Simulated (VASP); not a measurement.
Here is the system:

```
BiSr2
1.0
   -2.51852     2.51852     8.95163
    2.51852    -2.51852     8.95163
    2.51852     2.51852    -8.95163
Sr Bi
4 2
Direct
  0.00000   0.50000   0.50000
  0.50000   0.00000   0.50000
  0.32247   0.32247   0.00000
  0.67753   0.67753   0.00000
  0.13505   0.13505   0.00000
  0.86495   0.86495   0.00000
```

Method: PBEsol GGA, VASP's PBE PAW potentials (set 64) (plane waves; VASP 6.6.1). Run with 400 eV cut-off, 10×10×10 Γ-centred mesh, tetrahedra with Blöchl corrections, potentials Sr_sv Bi_d.

The cores are frozen, which limits the accuracy of field gradients.

Problem. Give the principal components of the electric field gradient (V/Å²) and the asymmetry η at each nucleus.

Solution. 
```tsv
atom	Vxx	Vyy	Vzz	η
Sr1	15.2	8.9	-24.1	0.26
Sr2	15.2	8.9	-24.1	0.26
Sr3	10.3	10.3	-20.6	0.00
Sr4	10.3	10.3	-20.6	0.00
Bi5	40.4	40.4	-80.9	0.00
Bi6	40.4	40.4	-80.9	0.00
```

The structure comes from a computed database's Sr2Bi entry (I4/mmm); how it stands against other phases isn't given here. It was relaxed first.
